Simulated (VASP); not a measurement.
## Zr: energy against strain

Zr (hcp, P6_3/mmc, 23.355 Å³/atom and stress up to 0.27 GPa in the relaxed cell, c along z) under an equal strain ε along x and y, with z held. PBE in VASP (plane waves, PAW), 480 eV, 18×18×10 Γ-centred mesh, Methfessel-Paxton smearing 0.10 eV; ions are relaxed, or left where forces stay under 0.02 eV/Å, within the symmetry of each cell.

Here s stands for strain and y for E less E0.

```csv
strain (%),E less E0 (meV/atom)
-3.00,?
-1.50,8.35
-1.00,4.00
-0.50,1.22
0.00,0.00
0.50,0.30
1.00,2.09
1.50,5.33
```

The 7 complete rows are fitted with a parabola, y against s. Least squares gives y = 0.001 - 0.9857·s + 3.0400·s². Residuals (row less fit): 0.030, -0.027, -0.034, -0.001, 0.032, 0.035, -0.032; standard error 0.039 (degrees of freedom: 4). Twice the quadratic coefficient over the volume, 2 × 3.0400 meV × 10⁴ × 0.1602 / 23.355 Å³, is the elastic constants 2(C11 + C12) = about 420 GPa.

### Question
Estimate the missing y (s = -3.00); what did the run itself give?

### Answer
y = 0.001 - 0.9857 × (-3.0) + 3.0400 × (-3.0)² = 30.318 meV/atom. The calculation gives 31.10 meV/atom, 0.782 meV/atom above the prediction (2.5 % of the range of y in the table). The row lies outside the fitted rows, so this is an extrapolation. From the scatter of the fitted rows alone, a prediction at this place has a standard error of 0.149 meV/atom, so the miss is 5.2 times that.

A polynomial of degree 3 through the 12 other runs of the series gives 31.17 there, so most of the miss is curvature that the fit leaves out. In a metal these values are sensitive to mesh and smearing; energies are taken to zero smearing, stresses follow the free energy. The runs aren't spin-polarised. Rows are the converged runs of the series near zero and its far end; series whose fitted rows scatter by over a few per cent of the range, as at a crossing or softening among them, aren't shown in this form, nor equations of state whose B0' disagrees with the runs' pressures. Most that stay on the fit to the last digits aren't either.
